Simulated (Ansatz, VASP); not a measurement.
## C (undercooled, nearly rigid carbon at 4800 K): VASP beside Ansatz

Wanted: the spread between two codes on one cell, functional and k mesh. The cell is taken from a series of runs on this material, whose earlier steps may have relaxed, scaled, displaced or heated it; both programs get it as it stands.

Calculated with Ansatz 0.2.0; plane waves, with VASP 6.6.1 beside it; single point at PBE.

### 1. The starting structure

The cell holds 160 atoms: 160 C. Its edges and angles: a = 12.112 Å, b = 12.112 Å, c = 12.112 Å, α = 90.0°, β = 90.0°, γ = 90.0°. As first built, before any earlier steps moved the atoms (in the runner's words): 160 atoms (160 C) placed at random at 1.8 g/cm^3, melted at 5500 K for 10 ps at fixed volume with the LCBOP (Los and Fasolino, Phys. Rev. B 68, 024107 (2003)). Snapshot at the end of a hold of 5 ps at 4800 K and fixed volume.

### 2. Ansatz: single point, PBE

Ansatz runs on its default PAW (the set named soft_2) files.

A single point gives forces, pressure and levels at one fixed geometry, so differences don't come from the geometry; what else differs is listed under the comparison.

input.yaml

```yaml
crystal:
  lattice:
    - [12.1119, 0.0, 0.0]
    - [0.0, 12.1119, 0.0]
    - [0.0, 0.0, 12.1119]
  atoms:
    - { symbol: C, position: [0.66216, 0.90769, 0.44733] }
    - { symbol: C, position: [0.84477, 0.67444, 0.82657] }
    - { symbol: C, position: [0.41799, 0.32402, 0.02276] }
    - { symbol: C, position: [0.16798, 0.26306, 0.40866] }
    - { symbol: C, position: [0.94095, 0.76162, 0.17236] }
    - { symbol: C, position: [0.76863, 0.05854, 0.54924] }
    - { symbol: C, position: [0.85538, 0.12709, 0.28226] }
    - { symbol: C, position: [0.50879, 0.41389, 0.68543] }
    - { symbol: C, position: [0.81343, 0.17356, 0.86636] }
    - { symbol: C, position: [0.07187, 0.32848, 0.26456] }
    - { symbol: C, position: [0.76629, 0.77109, 0.82799] }
    - { symbol: C, position: [0.7851, 0.92926, 0.28142] }
    - { symbol: C, position: [0.0452, 0.24659, 0.89547] }
    - { symbol: C, position: [0.23593, 0.99515, 0.51288] }
    - { symbol: C, position: [0.1992, 0.56142, 0.22644] }
    - { symbol: C, position: [0.57772, 0.13899, 0.16578] }
    - { symbol: C, position: [0.26362, 0.53731, 0.94062] }
    - { symbol: C, position: [0.27537, 0.30955, 0.90077] }
    - { symbol: C, position: [0.36373, 0.05972, 0.02403] }
    - { symbol: C, position: [0.28972, 0.99796, 0.83056] }
    - { symbol: C, position: [0.13541, 0.58853, 0.5587] }
    - { symbol: C, position: [0.07563, 0.36226, 0.37948] }
    - { symbol: C, position: [0.94644, 0.59341, 0.5414] }
    - { symbol: C, position: [0.07037, 0.80062, 0.35549] }
    - { symbol: C, position: [0.81742, 0.84371, 0.05137] }
    - { symbol: C, position: [0.99112, 0.37252, 0.91506] }
    - { symbol: C, position: [0.23079, 0.27769, 0.51178] }
    - { symbol: C, position: [0.53064, 0.9373, 0.9945] }
    - { symbol: C, position: [0.82102, 0.22611, 0.66236] }
    - { symbol: C, position: [0.4358, 0.96677, 0.04586] }
[... 124 atom lines left out ...]
    - { symbol: C, position: [0.59145, 0.4366, 0.95736] }
    - { symbol: C, position: [0.28139, 0.85202, 0.36153] }
    - { symbol: C, position: [0.18131, 0.24075, 0.86805] }
    - { symbol: C, position: [0.68055, 0.77306, 0.90882] }
    - { symbol: C, position: [0.51595, 0.80821, 0.66395] }
    - { symbol: C, position: [0.66785, 0.57015, 0.71215] }
kpoints:
  mp_grid: { grid: [1, 1, 1] }
hamiltonian:
  xc: pbe
scf:
  occupations: { method: fermi_dirac, width: 0.05 }
output:
  forces: true
  stress: true
  populations: true
  dos:
    method: { smearing: { sigma: 0.15 } }
    de: 0.1
    projected: { site_lists: { C: [C] } }
  eigenvalues: true
```

Run with:

```sh
$ ansatz run input.yaml --threads 4 --pin off --max-ram 8192MiB --backend cpu --events-out ev --progress --plain --runs-dir out
```

Numbers of over 12 decimals in the logs are rounded to 6 here.

The log of the run:

```text
Engine: ansatz 0.2.0, aarch64-unknown-linux-gnu
Pseudopotentials: kind: paw
Pseudopotential: C, paw, valence charge 4, recommended cutoff 420 eV (normal), C.paw.azcp
Functional definition: PBE
  parameter kappa = 0.804
  parameter beta = 0.066725
  exchange = pbe_x(kappa = kappa, mu = beta*pi^2/3)
  correlation = pbe_c(beta = beta)
Crystal: 160 atoms, lattice volume = 1776.793 Å³
Basis set: ecut = 420 eV, 34697 PW (Γ), exchange–correlation on 162×162×162 points (8 copies of the dense FFT grid, shifted against one another)
Bands: 480, of which v1, the nominal top of the filled ones, is band 320 counted from 1 (319 counted from 0)
Symmetry: 1 space group operations
Space group: P1 (ITA 1), of the structure as read, at distance tolerance 1.2e-4 Å
k-points: 1
Non-local potential: C, projectors of the file, l = 0: 2, l = 1: 2, l = 2: 1
PAW form: soft (Blöchl's): semilocal exchange-correlation on the pseudo side does not see the compensation charge
PAW one-centre angular grid: C, 110 points (default); XC on 64 Gauss nodes
Initial density: superposition of atomic densities (neutral atoms: chi_scale 0, normalization atom), corrected by the library's trained network
Initial wavefunctions: pseudopotential atomic-orbital guess
Functional: x = pbe(κ = 0.804, μ = 0.219515), c = pbe(β = 0.066725)
SCF iter   1: F=—  HF=-39898.243154 eV  |F-HF|=—  |Δ(HF+E_count)|=         —  Δρ=1.67e-2  dr2=9.73e0  ethr=1.77e-3  ⟨swp⟩=5.0  Hψ=1907  notcnv=0  defer=116
preconditioner: auto → LDOS  [metal: Δε(μ)=0.047 eV  Ē_g=12.341 eV  σ=0.050 eV  W_gap=0.23  n_scr=364 (ndim 8)  ℏωp=22.3 eV  f_vac=0.126  D(μ)=40.62/eV (n_scr^D=250)  β→1.0]
SCF iter   2: F=—  HF=-39897.491199 eV  |F-HF|=—  |Δ(HF+E_count)|=   7.52e-1  Δρ=9.48e-3  dr2=2.85e0  ethr=1.52e-3  ⟨swp⟩=3.0  Hψ=823  notcnv=0  defer=119
SCF iter   3: F=—  HF=-39897.143522 eV  |F-HF|=—  |Δ(HF+E_count)|=   3.48e-1  Δρ=3.43e-3  dr2=4.16e-1  ethr=4.46e-4  ⟨swp⟩=2.0  Hψ=646  notcnv=0  defer=119
SCF iter   4: F=—  HF=-39897.102921 eV  |F-HF|=—  |Δ(HF+E_count)|=   4.06e-2  Δρ=1.40e-3  dr2=6.32e-2  ethr=6.50e-5  ⟨swp⟩=2.0  Hψ=711  notcnv=0  defer=119
SCF iter   5: F=—  HF=-39897.096010 eV  |F-HF|=—  |Δ(HF+E_count)|=   6.91e-3  Δρ=6.03e-4  dr2=1.03e-2  ethr=9.88e-6  ⟨swp⟩=2.0  Hψ=673  notcnv=0  defer=119
SCF iter   6: F=—  HF=-39897.095275 eV  |F-HF|=—  |Δ(HF+E_count)|=   7.35e-4  Δρ=2.59e-4  dr2=1.88e-3  ethr=1.61e-6  ⟨swp⟩=2.0  Hψ=676  notcnv=0  defer=119
SCF iter   7: F=—  HF=-39897.095162 eV  |F-HF|=—  |Δ(HF+E_count)|=   1.13e-4  Δρ=1.12e-4  dr2=3.48e-4  ethr=2.93e-7  ⟨swp⟩=2.0  Hψ=456  notcnv=0  defer=119
SCF iter   8: F=—  HF=-39897.095124 eV  |F-HF|=—  |Δ(HF+E_count)|=   3.81e-5  Δρ=5.24e-5  dr2=7.76e-5  ethr=5.44e-8  ⟨swp⟩=2.0  Hψ=600  notcnv=0  defer=119
SCF iter   9: F=—  HF=-39897.098642 eV  |F-HF|=—  |Δ(HF+E_count)|=   3.52e-3  Δρ=2.37e-5  dr2=1.56e-5  ethr=1.21e-8  ⟨swp⟩=3.0  Hψ=800  notcnv=0  defer=119
SCF iter  10: F=—  HF=-39897.098641 eV  |F-HF|=—  |Δ(HF+E_count)|=   1.03e-6  Δρ=1.13e-5  dr2=3.40e-6  ethr=2.43e-9  ⟨swp⟩=2.0  Hψ=488  notcnv=0  defer=119
SCF iter  11: F=—  HF=-39897.098641 eV  |F-HF|=—  |Δ(HF+E_count)|=   1.72e-7  Δρ=6.06e-6  dr2=1.01e-6  ethr=5.31e-10  ⟨swp⟩=2.0  Hψ=648  notcnv=0  defer=119
SCF iter  12: F=—  HF=-39897.098641 eV  |F-HF|=—  |Δ(HF+E_count)|=   6.77e-8  Δρ=3.01e-6  dr2=2.53e-7  ethr=1.57e-10  ⟨swp⟩=2.0  Hψ=488  notcnv=0  defer=119
SCF iter  13: F=-39897.098641 eV  HF=-39897.098641 eV  |F-HF|=5.93e-8  |Δ(HF+E_count)|=   1.88e-8  Δρ=1.61e-6  dr2=7.71e-8  ethr=1.56e-11  ⟨swp⟩=20.0  Hψ=2799  notcnv=0
SCF 1 converged in 13 iterations: F = -39897.098641 eV  dr2 = 7.71e-8
  greatest PAW one-centre occupation: 0.722 electrons in one spin orbital (limit 2), on the C atom at site 27 (counted from 0), in its partial waves of l = 0
SCF converged after 13 iterations
Free energy (F): -39897.098641 eV
Harris-Foulkes:  -39897.098641 eV  (|F-HF|=5.93e-8)
Internal energy: -39896.724839 eV  (E = F + TS)
E sigma→0 (E₀):  -39896.911740 eV
Entropy (-TS):   -0.373802 eV (-2.336 meV/atom)
Fermi energy:    4.344010 eV
--- Per-component energies (eV) ---
  E_band       = -2410.596967
  E_kinetic    = 13882.132800
  E_local      = -33447.037927  (includes V_loc(G=0)·N_el)
  E_nonlocal   = 4325.122570
  E_hartree    = 11529.683520
  E_xc         = -7471.534160
  E_vxc        = -9234.474760  (∫ρ·V_xc dr)
  E_paw        = -15821.071352  (= ΣΔE_a)
  E_vpaw       = -995.711026  (= ΣTr[D̂ρ^β])
  E_aug_tail   = 0.001120  (compensation charges beyond the density's cutoff)
  E_ewald      = -12894.021408
  E_smearing   = -0.373802  (= −TS)
  E_closure    = -0.000000  (closes the sum)
  Σ components = -39897.098641   (vs F -39897.098641, Δ=0.00e0)
--- Forces (eV/Å), atoms counted from 1 ---
  atom   1  C     -3.71751700    -3.62359400     2.97782391
  atom   2  C      0.52160515    -3.09101568    -2.19202714
  atom   3  C      0.89770471    -3.20838012     4.10394425
[...]
atom 157  C     -3.76110014     1.01299750     0.01370606
  atom 158  C      3.97918670     1.51345533    -1.14202590
  atom 159  C     -2.12695898    -0.59809403     2.35487564
  atom 160  C      4.06725379     1.87006884     4.11206276
  max |Σ_I F_I| component: 1.43e-4 eV/Å
--- Stress (GPa, compression-positive) ---
      -16.253290      -2.896606       0.013832
       -2.896607      -8.878551      -1.336105
        0.013832      -1.336106      -9.800298
  P = ⅓ Tr σ = -11.6440 GPa (-116.440 kbar)
--- Band table (eV) ---
  k-point 0: bands = [... 316 lower, 4.2047, 4.2528, 4.2888, 4.3085, 4.3563, 4.3783, 4.5076, 4.5702, ... 156 higher]
--- Löwdin populations: 160 sites ---
  site symbol       q [e]
     0      C      4.0122
     1      C      3.9822
     2      C      3.9706
     3      C      3.9959
     4      C      3.9831
     5      C      3.9562
     6      C      3.8291
     7      C      3.9447
     8      C      3.9230
     9      C      3.8966
    10      C      3.9267
    11      C      3.9844
    12      C      3.9891
    13      C      3.9685
    14      C      4.0607
    15      C      3.9154
    16      C      3.9691
    17      C      4.0021
    18      C      3.9866
    19      C      3.9967
    20      C      3.9121
    21      C      3.9606
    22      C      3.9338
    23      C      3.9146
[...]
152      C      3.9430
   153      C      3.8970
   154      C      4.0366
   155      C      3.9706
   156      C      3.9311
   157      C      3.9239
   158      C      4.0976
   159      C      3.9543
  spilling = 0.009528 (of n_electrons = 640.000000)
```

### 3. VASP: single point, PBE

The same cell, functional, mesh and smearing now go to VASP, with its own data sets.

Lines of VASP's logs that name or quote its potential files are left out, and so is its time.

INCAR

```
SYSTEM = C
PREC = Accurate
ENCUT = 600
EDIFF = 1E-06
NELM = 120
ISMEAR = -1
SIGMA = 0.05
LREAL = Auto
ALGO = Normal
GGA = PE
NBANDS = 432
LORBIT = 11
LWAVE = .FALSE.
LCHARG = .FALSE.
ISIF = 2
LASPH = .TRUE.
GGA_COMPAT = .FALSE.
```

POSCAR

```
C
1.0
   12.1119000000      0.0000000000      0.0000000000
    0.0000000000     12.1119000000      0.0000000000
    0.0000000000      0.0000000000     12.1119000000
C
160
Direct
    0.6621600000      0.9076900000      0.4473300000
    0.8447700000      0.6744400000      0.8265700000
    0.4179900000      0.3240200000      0.0227600000
    0.1679800000      0.2630600000      0.4086600000
    0.9409500000      0.7616200000      0.1723600000
    0.7686300000      0.0585400000      0.5492400000
    0.8553800000      0.1270900000      0.2822600000
    0.5087900000      0.4138900000      0.6854300000
    0.8134300000      0.1735600000      0.8663600000
    0.0718700000      0.3284800000      0.2645600000
    0.7662900000      0.7710900000      0.8279900000
    0.7851000000      0.9292600000      0.2814200000
    0.0452000000      0.2465900000      0.8954700000
    0.2359300000      0.9951500000      0.5128800000
    0.1992000000      0.5614200000      0.2264400000
    0.5777200000      0.1389900000      0.1657800000
    0.2636200000      0.5373100000      0.9406200000
    0.2753700000      0.3095500000      0.9007700000
    0.3637300000      0.0597200000      0.0240300000
    0.2897200000      0.9979600000      0.8305600000
    0.1354100000      0.5885300000      0.5587000000
    0.0756300000      0.3622600000      0.3794800000
    0.9464400000      0.5934100000      0.5414000000
    0.0703700000      0.8006200000      0.3554900000
    0.8174200000      0.8437100000      0.0513700000
    0.9911200000      0.3725200000      0.9150600000
    0.2307900000      0.2776900000      0.5117800000
    0.5306400000      0.9373000000      0.9945000000
    0.8210200000      0.2261100000      0.6623600000
    0.4358000000      0.9667700000      0.0458600000
[... 124 atom lines left out ...]
    0.5914500000      0.4366000000      0.9573600000
    0.2813900000      0.8520200000      0.3615300000
    0.1813100000      0.2407500000      0.8680500000
    0.6805500000      0.7730600000      0.9088200000
    0.5159500000      0.8082100000      0.6639500000
    0.6678500000      0.5701500000      0.7121500000
```

KPOINTS

```
Automatic mesh
0
Gamma
1 1 1
0 0 0
```

Potentials, in the order of the species: C (PBE family, release 64).

Run with:

```sh
$ export OMP_NUM_THREADS=4
$ mpirun -np 1 vasp_gam
```

The log of the run:

```text
[banner, memory and clock lines left out]
running    1 mpi-ranks, on    1 nodes
[...]
Offloading initialized ...    1 GPUs detected
[...]
LDA part: xc-table for (Slater+PW92), standard interpolation
 POSCAR, INCAR and KPOINTS ok, starting setup
[...]
entering main loop
       N       E                     dE             d eps       ncg     rms          rms(c)
DAV:   1     0.484684170826E+04    0.48468E+04   -0.38430E+05   864   0.160E+03
DAV:   2    -0.759660988906E+03   -0.56065E+04   -0.53021E+04  1088   0.339E+02
DAV:   3    -0.127154045601E+04   -0.51188E+03   -0.48752E+03  1024   0.989E+01
DAV:   4    -0.129269315044E+04   -0.21153E+02   -0.20824E+02  1112   0.206E+01
[...]
DAV:  19    -0.122314202717E+04   -0.82251E-05   -0.65360E-05   936   0.141E-02    0.141E-02
DAV:  20    -0.122314202837E+04   -0.12037E-05   -0.16096E-05   944   0.725E-03    0.853E-03
DAV:  21    -0.122314202843E+04   -0.58841E-07   -0.59173E-06   824   0.459E-03
   1 F= -.12231420E+04 E0= -.12229551E+04  d E =-.373766E+00
```

Parts of OUTCAR (step 3):

```text
  FREE ENERGIE OF THE ION-ELECTRON SYSTEM (eV)
  ---------------------------------------------------
  free  energy   TOTEN  =     -1223.1420284283 eV

  energy  without entropy=    -1222.7682623687  energy(sigma->0) =    -1222.95514540
```

The gap is under twice the smearing width, so the edge states are partly filled and the run can't tell a small gap from a semimetal.

### 4. Differences

Known differences besides the potentials themselves: the cutoff is 420 eV in Ansatz and 600 eV in VASP (PREC = Accurate, projectors in real space). Total energies have different zeros and are not compared.

Compared:

| quantity | Ansatz | VASP | difference |
| --- | --- | --- | --- |
| pressure (GPa) | -11.64 | -11.68 | +0.04 |

Forces on 9 of the 160 atoms, those with the largest forces and the largest differences (eV/Å; atoms numbered as in POSCAR):

| atom | Ansatz x, y, z | VASP x, y, z |
| --- | --- | --- |
| C6 | -3.620, -13.875, -1.058 | -3.650, -13.919, -1.067 |
| C21 | 12.732, -3.252, 0.554 | 12.794, -3.295, 0.562 |
| C43 | -13.077, -2.134, -1.380 | -13.106, -2.140, -1.392 |
| C65 | -1.881, -8.319, -9.471 | -1.878, -8.327, -9.486 |
| C78 | -1.238, 3.080, -9.354 | -1.239, 3.135, -9.417 |
| C79 | 8.081, 12.807, -0.045 | 8.120, 12.852, -0.037 |
| C99 | -4.565, 16.433, 3.948 | -4.578, 16.475, 3.938 |
| C118 | 1.412, -4.182, 5.270 | 1.417, -4.221, 5.327 |
| C148 | 6.420, 7.480, -8.362 | 6.428, 7.494, -8.396 |

The forces differ by 22 meV/Å r.m.s., which is 0.7 % of the r.m.s. force of 3.247 eV/Å (both taken over all components).

### 5. Summary of results

| Quantity | Value |
| --- | --- |
| r.m.s. force difference (single point, PBE) | 0.66 % of the r.m.s. force |

The r.m.s. force difference is 0.66 % of the r.m.s. force (single point, PBE), within the 3 % picked in this series as the mark of a large difference. Such differences can come from data sets, numerical settings and the points named under the comparisons, not from the functional's error against experiment.

[Lines on the potential files, build, host, timing and source positions are cut from VASP's logs without a mark.]

[Logs are printed without paths, hosts, clocks, repeated set-up lines and the standing remarks that a program may print on its own settings, such as how far it seeks lower states.]

[Hosts, paths, dates, database ids (printed as entryN), source tags and the programs' standing remarks are cut or masked in the printed files.]
